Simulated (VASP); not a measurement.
These are PBEsol GGA, VASP's PBE PAW potentials (set 64) (plane waves; VASP 6.6.1) values and carry that method's errors.

The input files of a VASP run:

**INCAR**
```
LCHARG = .FALSE.
ISIF = 2   ! forces and stress, cell fixed
LWAVE = .FALSE.
GGA = PS
ALGO = Normal
LMAXMIX = 4   ! l cut-off of mixed one-centre charges
LASPH = .TRUE.
SYSTEM = In
PREC = Accurate
ENCUT = 300
LREAL = .FALSE.   ! projection in real space or not
NELM = 100   ! most electronic steps
SIGMA = 0.1   ! width (eV)
EDIFF = 1E-6   ! SCF stop (eV)
ISMEAR = -1
```

POSCAR:
```
In
4.950
 -0.3282828283   0.3282828283   0.5000000000
  0.3282828283  -0.3282828283   0.5000000000
  0.3282828283   0.3282828283  -0.5000000000
In
1
direct
  0.0000000000   0.0000000000   0.0000000000
```

KPOINTS:
```
K-points
0
Gamma
 9 9 10
```

POTCAR, in this order: In_d (PBE.64 set). Program: vasp_std.

What VASP printed:

### OUTCAR
```
 ion  position               nearest neighbor table
   1  0.000  0.000  0.000-
  LATTYP: Found a body centered tetragonal cell.
 ALAT       =     3.2500000000
 C/A-ratio  =     1.5230769231
 Subroutine PRICEL returns:
 Original cell was already a primitive cell.
 Subroutine GETGRP returns: Found 16 space group operations
The static configuration has the point symmetry D_4h.
The dynamic configuration has the point symmetry D_4h.
 Subroutine INISYM returns: Found 16 space group operations
 Subroutine IBZKPT returns following result:
 Found    230 irreducible k-points:

 Following reciprocal coordinates:
            Coordinates               Weight
  0.000000  0.000000  0.000000      1.000000
  0.111111  0.000000  0.000000      4.000000
  0.222222  0.000000 -0.000000      4.000000
  0.333333 -0.000000  0.000000      4.000000
  0.444444  0.000000 -0.000000      4.000000
  0.111111  0.111111  0.000000      2.000000
  0.222222  0.111111 -0.000000      4.000000
  0.333333  0.111111  0.000000      4.000000
  0.444444  0.111111  0.000000      4.000000
...
```

File OSZICAR:
```
       N       E                     dE             d eps       ncg     rms          rms(c)
DAV:   1     0.560516762610E+02    0.56052E+02   -0.48537E+03  4680   0.112E+03
DAV:   2    -0.115396618705E+01   -0.57206E+02   -0.56520E+02  4668   0.237E+02
DAV:   3    -0.298404185206E+01   -0.18301E+01   -0.18268E+01  5334   0.514E+01
DAV:   4    -0.302237193156E+01   -0.38330E-01   -0.38322E-01  5946   0.702E+00
DAV:   5    -0.302385981879E+01   -0.14879E-02   -0.14879E-02  5528   0.114E+00    0.225E+00
DAV:   6    -0.298999239499E+01    0.33867E-01   -0.62339E-02  5216   0.540E+00    0.110E+00
DAV:   7    -0.298282063639E+01    0.71718E-02   -0.17594E-02  5326   0.265E+00    0.273E-01
DAV:   8    -0.298210872062E+01    0.71192E-03   -0.63098E-04  5188   0.525E-01    0.239E-02
DAV:   9    -0.298211045430E+01   -0.17337E-05   -0.98724E-06  6484   0.372E-02    0.115E-02
DAV:  10    -0.298211081486E+01   -0.36056E-06   -0.41701E-07  2700   0.950E-03
   1 F= -.29821108E+01 E0= -.29741116E+01  d E =-.159983E-01
```

**OUTCAR**
```
------------------------ aborting loop because EDIFF is reached ----------------------------------------
  FORCE on cell =-STRESS in cart. coord.  units (eV):
  Direction    XX          YY          ZZ          XY          YZ          ZX
  --------------------------------------------------------------------------------------
  Total       -0.1773573     -0.1773573     -0.2869131      0.0000000      0.0000000      0.0000000
  in kB      -10.8697044    -10.8697044    -17.5840520      0.0000000      0.0000000      0.0000000
  external PRESSURE =     -13.1078203 kB  Pullay stress =       0.0000000 kB
  volume of cell :       26.14
      direct lattice vectors                 reciprocal lattice vectors
    -1.625000000  1.625000000  2.475000000     0.000000000  0.307692308  0.202020202
     1.625000000 -1.625000000  2.475000000     0.307692308  0.000000000  0.202020202
     1.625000000  1.625000000 -2.475000000     0.307692308  0.307692308  0.000000000
 POSITION                                       TOTAL-FORCE (eV/Angst)
 -----------------------------------------------------------------------------------
      0.00000      0.00000      0.00000        -0.000000      0.000000     -0.000000
 -----------------------------------------------------------------------------------
    total drift:                                0.000000     -0.000000      0.000000
  FREE ENERGIE OF THE ION-ELECTRON SYSTEM (eV)
  ---------------------------------------------------
  free  energy   TOTEN  =        -2.9821108149 eV

  energy  without entropy=       -2.9661124750  energy(sigma->0) =       -2.97411164
```
(Selected blocks of OUTCAR.)

At this cut-off the stress carries a Pulay error, which pulls relaxed volumes low.

The structure is a typed In crystal. The cell was not relaxed at this level. The run is one of a series of settings (GGA = PS against the base run), some of them coarse on purpose.
